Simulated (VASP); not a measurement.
Level of theory: PBE GGA, VASP's PBE PAW potentials (set 64) (plane waves; VASP).

The input files of a VASP run:

File POSCAR:
```
Mg3ZnTe4
1
    6.4267100701    -0.0000000000    -0.0000000000
   -0.0000000000     6.4267100701     0.0000000000
    0.0000000000     0.0000000000     6.4267100701
Zn Te Mg
1 4 3
Direct
  0.0000000000   0.0000000000   0.0000000000
  0.2429613814   0.2429613814   0.2429613814
  0.7570386186   0.7570386186   0.2429613814
  0.7570386186   0.2429613814   0.7570386186
  0.2429613814   0.7570386186   0.7570386186
  0.5000000000   0.5000000000   0.0000000000
  0.5000000000   0.0000000000   0.5000000000
  0.0000000000   0.5000000000   0.5000000000
```

INCAR:
```
SYSTEM = Mg3ZnTe4
PREC = Accurate; ENCUT = 400; LREAL = .False.
LASPH = .True.; ICHARG = 11
EDIFF = 1E-6; NELM = 100; ALGO = Normal
LMAXMIX = 4
ISMEAR = 0; SIGMA = 0.05
GGA = PE
LWAVE = .False.; LCHARG = .False.
```

KPOINTS:
```
k-points along high-symmetry lines
15
Line-mode
Reciprocal
  0.000000   0.000000   0.000000 ! GAMMA
  0.000000   0.500000   0.000000 ! X

  0.000000   0.500000   0.000000 ! X
  0.500000   0.500000   0.000000 ! M

  0.500000   0.500000   0.000000 ! M
  0.000000   0.000000   0.000000 ! GAMMA

  0.000000   0.000000   0.000000 ! GAMMA
  0.500000   0.500000   0.500000 ! R

  0.500000   0.500000   0.500000 ! R
  0.000000   0.500000   0.000000 ! X

  0.500000   0.500000   0.500000 ! R
  0.500000   0.500000   0.000000 ! M
```

POTCAR, in this order: Zn Te Mg (PBE.64 set). Program: vasp_std. Read from the step before: CHGCAR.

What VASP printed:

**OUTCAR**
```
 ion  position               nearest neighbor table
   1  0.000  0.000  0.000-   2 2.70   3 2.70   4 2.70   5 2.70
   2  0.243  0.243  0.243-   1 2.70   7 2.81   8 2.81   6 2.81
   3  0.757  0.757  0.243-   1 2.70   7 2.81   8 2.81   6 2.81
   4  0.757  0.243  0.757-   1 2.70   7 2.81   8 2.81   6 2.81
   5  0.243  0.757  0.757-   1 2.70   7 2.81   8 2.81   6 2.81
   6  0.500  0.500  0.000-   2 2.81   3 2.81   4 2.81   5 2.81
   7  0.500  0.000  0.500-   2 2.81   3 2.81   4 2.81   5 2.81
   8  0.000  0.500  0.500-   2 2.81   3 2.81   4 2.81   5 2.81
  LATTYP: Found a simple cubic cell.
 ALAT       =     6.4267100701
 Subroutine PRICEL returns:
 Original cell was already a primitive cell.
 Subroutine GETGRP returns: Found 24 space group operations
The static configuration has the point symmetry T_d .
The dynamic configuration has the point symmetry T_d .
 Subroutine INISYM returns: Found 24 space group operations
   k-points           NKPTS =     90   k-points in BZ     NKDIM =     90   number of bands    NBANDS=     26
   number of dos      NEDOS =    301   number of ions     NIONS =      8
   total plane-waves  NPLWV =  74088
   dimension x,y,z NGX =    42 NGY =   42 NGZ =   42
   dimension x,y,z NGXF=    84 NGYF=   84 NGZF=   84
   ions per type =               1   4   3
   PREC   = accura    normal or accurate (medium, high low for compatibility)
   ISTART =      0    job   : 0-new  1-cont  2-samecut
...
```

### OSZICAR
```
       N       E                     dE             d eps       ncg     rms          rms(c)
DAV:   1     0.177580170026E+03    0.17758E+03   -0.13762E+04  4680   0.109E+03
DAV:   2    -0.868212876748E+01   -0.18626E+03   -0.18251E+03  5810   0.214E+02
DAV:   3    -0.231495168035E+02   -0.14467E+02   -0.14377E+02  5458   0.640E+01
DAV:   4    -0.234850750584E+02   -0.33556E+00   -0.33537E+00  6262   0.984E+00
DAV:   5    -0.234930133997E+02   -0.79383E-02   -0.79380E-02  6116   0.142E+00
DAV:   6    -0.234931493538E+02   -0.13595E-03   -0.13595E-03  6312   0.182E-01
DAV:   7    -0.234931538587E+02   -0.45049E-05   -0.45049E-05  6186   0.308E-02
DAV:   8    -0.234931540415E+02   -0.18284E-06   -0.18283E-06  5060   0.550E-03
   1 F= -.23493154E+02 E0= -.23493154E+02  d E =-.305174E-11
```

**OUTCAR**
```
 val. band max:        1.9911760975   @ k =   0.0000   0.0000   0.0000

 cond. band min:       3.7910353101   @ k =   0.0000   0.0000   0.0000



 k-point     1 :       0.0000    0.0000    0.0000
  band No.  band energies     occupation
      1      -8.4639      2.00000
      2      -7.6284      2.00000
      3      -7.6284      2.00000
      4      -7.6284      2.00000
      5      -4.1151      2.00000
      6      -4.1151      2.00000
      7      -4.1151      2.00000
      8      -4.1082      2.00000
      9      -4.1082      2.00000
     10      -2.0610      2.00000
     11      -1.1252      2.00000
     12      -1.1252      2.00000
     13       0.5783      2.00000
     14       0.5783      2.00000
     15       0.5783      2.00000
     16       0.6874      2.00000
     17       0.6874      2.00000
     18       0.6874      2.00000
     19       1.9912      2.00000
     20       1.9912      2.00000
     21       1.9912      2.00000
     22       3.7910      0.00000
     23       4.7664      0.00000
     24       4.7664      0.00000
     25       4.7664      0.00000
     26       4.9594      0.00000

 k-point     2 :       0.0000    0.0357    0.0000
  band No.  band energies     occupation
      1      -8.4618      2.00000
      2      -7.6315      2.00000
      3      -7.6283      2.00000
      4      -7.6283      2.00000
      5      -4.1160      2.00000
      6      -4.1151      2.00000
      7      -4.1151      2.00000
      8      -4.1082      2.00000
      9      -4.1079      2.00000
     10      -2.0567      2.00000
     11      -1.1223      2.00000
     12      -1.1197      2.00000
     13       0.5701      2.00000
     14       0.5764      2.00000
     15       0.5764      2.00000
     16       0.6796      2.00000
     17       0.6884      2.00000
     18       0.6884      2.00000
     19       1.9630      2.00000
     20       1.9854      2.00000
     21       1.9854      2.00000
     22       3.8203      0.00000
     23       4.7706      0.00000
...
```

The density is held fixed in this step, so its total energy and stress have no physical meaning. Unless said otherwise, spin-orbit coupling is left out, though it shifts the bands of the heavy elements here.

The structure was generated: Mg3ZnTe4 was put into an ordered model structure (P-43m), which need not be its known phase. It was relaxed first.
